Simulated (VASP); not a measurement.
All values below come from optB88-vdW, VASP's PBE PAW potentials (set 64) (plane waves; VASP 6.6.1).

VASP ran on this input.

### INCAR
```
LREAL = .FALSE.   # projection in real space or not
LCHARG = .FALSE.
EDIFF = 1E-6
SIGMA = 0.1
LWAVE = .FALSE.
ISIF = 2
PARAM2 = 0.22
PARAM1 = 0.1833333333
ALGO = Normal
AGGAC = 0.0
GGA = BO
ENCUT = 400   # plane-wave cut-off (eV)
NELM = 100   # most electronic steps
LUSE_VDW = .TRUE.
ISMEAR = 1
PREC = Accurate
SYSTEM = Be
LASPH = .TRUE.
```

### KPOINTS
```
Regular mesh
0
gamma
 16 16 9
```

POSCAR:
```
Be
7.160
  0.1599162011  -0.2769829609   0.0000000000
  0.1599162011   0.2769829609   0.0000000000
  0.0000000000   0.0000000000   0.5000000000
Be
2
Cartesian
  0.1599162011   0.0923278383   0.1250000000
  0.1599162011  -0.0923278383   0.3750000000
```

POTCAR, in this order: Be (PBE.64 set). Program: vasp_std.

What VASP printed:

File OUTCAR:
```
 ion  position               nearest neighbor table
   1  0.333  0.667  0.250-   2 2.23   2 2.23   2 2.23   2 2.23   2 2.23   2 2.23
   2  0.667  0.333  0.750-   1 2.23   1 2.23   1 2.23   1 2.23   1 2.23   1 2.23
  LATTYP: Found a hexagonal cell.
 ALAT       =     2.2899998487
 C/A-ratio  =     1.5633188806
 Subroutine PRICEL returns:
 Original cell was already a primitive cell.
 Subroutine GETGRP returns: Found 24 space group operations
The static configuration has the point symmetry D_3d.
 The point group associated with its full space group is D_6h.
The dynamic configuration has the point symmetry D_3d.
 Subroutine INISYM returns: Found 24 space group operations
 Subroutine IBZKPT returns following result:
 Found    150 irreducible k-points:

 Following reciprocal coordinates:
            Coordinates               Weight
  0.000000  0.000000  0.000000      1.000000
  0.062500  0.000000  0.000000      6.000000
  0.125000  0.000000  0.000000      6.000000
  0.187500  0.000000  0.000000      6.000000
  0.250000  0.000000  0.000000      6.000000
  0.312500  0.000000  0.000000      6.000000
  0.375000  0.000000  0.000000      6.000000
  0.437500  0.000000  0.000000      6.000000
  0.500000  0.000000  0.000000      3.000000
  0.062500  0.062500  0.000000      6.000000
  0.125000  0.062500  0.000000     12.000000
  0.187500  0.062500  0.000000     12.000000
  0.250000  0.062500  0.000000     12.000000
  0.312500  0.062500  0.000000     12.000000
  0.375000  0.062500  0.000000     12.000000
  0.437500  0.062500  0.000000     12.000000
  0.125000  0.125000  0.000000      6.000000
  0.187500  0.125000  0.000000     12.000000
  0.250000  0.125000  0.000000     12.000000
  0.312500  0.125000  0.000000     12.000000
  0.375000  0.125000  0.000000     12.000000
  0.437500  0.125000  0.000000      6.000000
...
```

**OSZICAR**
```
       N       E                     dE             d eps       ncg     rms          rms(c)
DAV:   1    -0.264268376952E+01   -0.26427E+01   -0.15704E+03  1848   0.449E+02
DAV:   2    -0.630991142547E+01   -0.36672E+01   -0.35568E+01  2754   0.527E+01
DAV:   3    -0.632923264494E+01   -0.19321E-01   -0.19320E-01  2370   0.360E+00
DAV:   4    -0.632924820971E+01   -0.15565E-04   -0.15564E-04  2652   0.102E-01
DAV:   5    -0.632924822548E+01   -0.15769E-07   -0.15145E-07  2334   0.148E-03    0.119E+00
DAV:   6    -0.630286169017E+01    0.26387E-01   -0.30329E-03  2196   0.657E-01    0.730E-01
DAV:   7    -0.629298923208E+01    0.98725E-02   -0.59863E-03  2286   0.944E-01    0.522E-02
DAV:   8    -0.629292136260E+01    0.67869E-04   -0.27766E-05  2532   0.761E-02    0.159E-02
DAV:   9    -0.629291802426E+01    0.33383E-05   -0.30239E-06  2214   0.272E-02    0.107E-03
DAV:  10    -0.629291713866E+01    0.88560E-06   -0.98417E-08  1386   0.475E-03
   1 F= -.62929171E+01 E0= -.62928617E+01  d E =-.166199E-03
```

**OUTCAR**
```
------------------------ aborting loop because EDIFF is reached ----------------------------------------
  FORCE on cell =-STRESS in cart. coord.  units (eV):
  Direction    XX          YY          ZZ          XY          YZ          ZX
  --------------------------------------------------------------------------------------
  Total       -0.2496922     -0.2496922     -0.2924029      0.0000000      0.0000000      0.0000000
  in kB      -24.6054309    -24.6054266    -28.8142720      0.0000000      0.0000000      0.0000000
  external PRESSURE =     -26.0083765 kB  Pullay stress =       0.0000000 kB
  volume of cell :       16.26
      direct lattice vectors                 reciprocal lattice vectors
     1.145000000 -1.983198000  0.000000000     0.436681223 -0.252118044  0.000000000
     1.145000000  1.983198000  0.000000000     0.436681223  0.252118044  0.000000000
     0.000000000  0.000000000  3.580000000     0.000000000  0.000000000  0.279329609
 POSITION                                       TOTAL-FORCE (eV/Angst)
 -----------------------------------------------------------------------------------
      1.14500      0.66107      0.89500         0.000000      0.000000      0.000000
      1.14500     -0.66107      2.68500        -0.000000     -0.000000      0.000000
 -----------------------------------------------------------------------------------
    total drift:                                0.000000     -0.000003      0.000005
  FREE ENERGIE OF THE ION-ELECTRON SYSTEM (eV)
  ---------------------------------------------------
  free  energy   TOTEN  =        -6.2929171387 eV

  energy  without entropy=       -6.2927509392  energy(sigma->0) =       -6.29286174
```
(Selected blocks of OUTCAR.)

The compound is Be in the hcp structure. The cell was not relaxed at this level. The run is one of a series of settings (AGGAC = 0.0, GGA = BO, LUSE_VDW = .TRUE., PARAM1 = 0.1833333333, PARAM2 = 0.22 against the base run), some of them coarse on purpose.
